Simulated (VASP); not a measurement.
The system is CdSe.

```
Cd Se
1.0
     4.34530    0.00000    0.00000
    -2.17265    3.76314    0.00000
     0.00000    0.00000    7.08676
Cd Se
2 2
Cartesian
  2.1726 1.2544 3.5432
  0.0000 2.5088 7.0866
  2.1726 1.2544 6.2072
  0.0000 2.5088 2.6638
```

The cell is a database's computed one.

Base run:

| Property | Result |
| --- | --- |
| Program | VASP 6.6.1 |
| Functional | PBE |
| Potentials or basis | VASP PAW PBE potentials, release 64 (Cd, Se) |
| Cutoff | 450 eV |
| k mesh | 10 × 10 × 6 |
| Occupations | gaussian, width 0.02 eV |
| Spin | no spin polarisation |

Its results: band gap on the k mesh 0.60 eV, direct.

Task: The run is repeated on the same cell with these changes: functional from PBE to r2SCAN. What comes out?

Result: Band gap on the k mesh 1.09 eV, direct.

r2SCAN gives the wider gap, since meta-GGAs in the generalised Kohn-Sham scheme recover part of the derivative discontinuity.
